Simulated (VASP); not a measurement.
VASP runs on PbI2 (a trial cell in the fluorite structure, space group Fm-3m) share one base input (PBE GGA, plane waves, VASP's PBE PAW potentials (set 64)) and change the settings named in each case.

File KPOINTS:
```
Automatic mesh
0
Gamma
5 5 5
0 0 0
```

### INCAR
```
PREC = Accurate
SYSTEM = PbI2
LMAXMIX = 4   ! l cut-off of mixed one-centre charges
ISMEAR = 0   ! Gaussian
ISIF = 2   ! forces and stress, cell fixed
ALGO = Normal
NELM = 100   ! most electronic steps
LWAVE = .FALSE.
ENCUT = 400
LASPH = .TRUE.   ! aspherical one-centre terms
LCHARG = .FALSE.
LREAL = .FALSE.
EDIFF = 1E-6   ! SCF stop (eV)
SIGMA = 0.05   ! width (eV)
GGA = PE
```

**POSCAR**
```
PbI2
3.8306870
  0.0000000000   1.0000000000   1.0000000000
  1.0000000000   0.0000000000   1.0000000000
  1.0000000000   1.0000000000   0.0000000000
Pb I
1 2
direct
  0.0000000000   0.0000000000   0.0000000000
  0.2500000000   0.2500000000   0.2500000000
  0.7500000000   0.7500000000   0.7500000000
```

POTCAR, in this order: Pb_d I (PBE.64 set). Program: vasp_std.

```tsv
change	E(σ→0) (eV/atom)	pressure (GPa)	plane waves
base run	-2.7016	3.84	2085
ENCUT = 150	-0.8569	-83.20	483
ENCUT = 200	-2.6579	-2.44	733
ENCUT = 250	-2.7005	3.83	1025
ENCUT = 500	-2.7016	3.85	2869
ENCUT = 650	-2.7016	3.87	4279
ENCUT = 800	-2.7016	3.87	5817
```
 Unless said otherwise, spin-orbit coupling is left out, though it shifts the bands of the heavy elements here.

Left out are runs that ran out of time, are held back, or changed the cell or the kind of run, fixed moments of cells without a moment, rows past the twelfth, gaps on odd meshes, pressures of charged cells and columns that move by less than the noise.

The structure was generated: PbI2 was put into the fluorite type (Fm-3m), which need not be its known phase. The cell was not relaxed at this level.
